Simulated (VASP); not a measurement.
A run of VASP 6.6.1 is set up as follows.

INCAR

```
ALGO     = Fast           # electronic algorithm
EDIFF    = 1E-6           # SCF threshold, eV
ENCUT    = 520            # plane-wave cutoff, eV
GGA      = PS             # functional
ISIF     = 2              # what is computed and relaxed
ISMEAR   = 0              # smearing method
LASPH    = T              # aspherical terms in the spheres
LCHARG   = F              # write CHGCAR
LREAL    = Auto         
LWAVE    = F              # write WAVECAR
NBANDS   = 56             # bands
NELM     = 100            # most SCF steps
PREC     = Accurate       # precision mode
SIGMA    = 0.05           # smearing width, eV
```

Contents of KPOINTS:

```
k-points
0
Gamma
  2 2 1
```

The input POSCAR:

```
H2C18S
1.0
    7.3980000000      0.0000000000      0.0000000000
   -3.6990000000      6.4068560000      0.0000000000
    0.0000000000      0.0000000000     12.0000000000
C S H
18 1 2
Direct
    0.0015976958      0.0076109093      0.0658974167
    0.2252272164      0.1206382663      0.0658254167
    0.0016295975      0.3410599520      0.0657439167
    0.2252689250      0.4540077067      0.0657605833
    0.0016087570      0.6743421422      0.0656400833
    0.2251918552      0.7872677332      0.0657754167
    0.3349480710      0.0076806783      0.0657576667
    0.5585927666      0.1206924270      0.0655229167
    0.3350186604      0.3410524601      0.0656806667
    0.5585917665      0.4540064581      0.0654501667
    0.3349654414      0.6743355868      0.0657554167
    0.5585897517      0.7872619581      0.0657600833
    0.6682826421      0.0076396285      0.0657405000
    0.8918868376      0.1205936266      0.0658752500
    0.6682944110      0.3410676001      0.0652718333
    0.8918939786      0.4540191008      0.0654414167
    0.6682980765      0.6743312164      0.0656648333
    0.8918629714      0.7872655480      0.0657477500
    0.7120818936      0.3587558391      0.3823248333
    0.5434041115      0.2086571011      0.3277132500
    0.8410054720      0.3138776648      0.3234834167
```

Potentials or basis: VASP PAW PBE potentials, release 64 (C, S, H).

Command:

```bash
$ cat potpaw_PBE.64/C/POTCAR potpaw_PBE.64/S/POTCAR potpaw_PBE.64/H/POTCAR > POTCAR
$ mpirun -np 1 vasp_std > vasp.out
```

Problem. What does it give for the largest force?

Solution. 0.087 eV/Å.

Problem. Estimate the band gap on the k mesh.

Solution. 0.15 eV, direct.

Forces in eV/Å, atoms in the order of the input:
```
C    0.003 -0.009 -0.003
C    0.002  0.010  0.000
C   -0.005 -0.012 -0.004
C    0.008  0.002  0.001
C   -0.006 -0.005  0.001
C    0.004  0.017 -0.001
C   -0.004 -0.010  0.002
C    0.004  0.011  0.000
C   -0.002 -0.009  0.000
C    0.005  0.006  0.003
C   -0.003 -0.006 -0.005
C    0.001  0.012  0.001
C   -0.009 -0.005  0.001
C   -0.002  0.007 -0.002
C    0.001 -0.009  0.006
C   -0.001  0.003 -0.001
C   -0.001 -0.014  0.003
C    0.003  0.006 -0.003
S    0.024 -0.059 -0.059
H    0.024  0.044  0.029
H   -0.047  0.020  0.032
```

Caveat: the k mesh is coarse (spacing up to 0.49 Å⁻¹), so the values aren't converged; the PAW data sets were made with another functional, which shifts forces and pressure a little. As with any semilocal functional, this PBEsol gap is likely too small.
